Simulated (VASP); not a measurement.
Input for VASP

### POSCAR
```
WS2
32.1287440
  0.0498475581  -0.0863385026   0.0000000000
  0.0498475581   0.0863385026   0.0000000000
  0.0000000000   0.0000000000   0.4999999995
W S
2 4
direct
  0.3333330000   0.6666670000   0.2500000000
  0.6666670000   0.3333330000   0.7500000000
  0.3333330000   0.6666670000   0.8479124447
  0.6666670000   0.3333330000   0.3479124447
  0.6666670000   0.3333330000   0.1520875553
  0.3333330000   0.6666670000   0.6520875553
```

**INCAR**
```
! general
SYSTEM  = WS2
PREC    = Accurate
ENCUT   = 520
LREAL   = .FALSE.   ! projection in real space or not
LASPH   = .TRUE.   ! aspherical one-centre terms

! electronic loop
EDIFF   = 1E-7
NELM    = 100
ALGO    = Normal
LMAXMIX = 6

! smearing
ISMEAR  = -5

! functional
GGA     = RE

! ions
ISIF    = 2   ! forces and stress, cell fixed

! output
LWAVE   = .FALSE.
LCHARG  = .TRUE.
LORBIT  = 11   ! lm-projected
NEDOS   = 601   ! DOS grid

! other
LEFG    = .TRUE.
```

### KPOINTS
```
Automatic mesh
0
Gamma
9 9 2
0 0 0
```

POTCAR, in this order: W_sv S (PBE.64 set). Program: vasp_std.

### Question
Write an equivalent input for Quantum ESPRESSO's pw.x.

### Answer
One equivalent input (not run):
```
&CONTROL
  calculation = 'scf'
  pseudo_dir = './pseudo'
  outdir = './out'
  tprnfor = .true.
  tstress = .true.
/
&SYSTEM
  ibrav = 0
  nat = 6
  ntyp = 2
  ecutwfc = 74
  occupations = 'tetrahedra'
  input_dft = 'revpbe'
/
&ELECTRONS
  conv_thr = 7.3e-09
  electron_maxstep = 100
/
ATOMIC_SPECIES
  W 183.840 W.upf
  S 32.060 S.upf
CELL_PARAMETERS angstrom
     1.6015394   -2.7739476   -0.0000000
     1.6015394    2.7739476    0.0000000
     0.0000000   -0.0000000   16.0643720
ATOMIC_POSITIONS crystal
  W    0.3333330  0.6666670  0.2500000
  W    0.6666670  0.3333330  0.7500000
  S    0.3333330  0.6666670  0.8479124
  S    0.6666670  0.3333330  0.3479124
  S    0.6666670  0.3333330  0.1520876
  S    0.3333330  0.6666670  0.6520876
K_POINTS automatic
  9 9 2 0 0 0
```
The two are equivalent in intent, not identical: the potentials are each code's own (VASP's PAW set, PseudoDojo norm-conserving files in pw.x), so ENCUT and ecutwfc are chosen apart and not converted; conv_thr bounds pw.x's estimated SCF error, while EDIFF bounds the energy change between steps; the field gradients of LEFG aren't asked of the other code.

The compound is WS2 in the 2H layered structure. It was relaxed first, which changed the volume by +35 %.
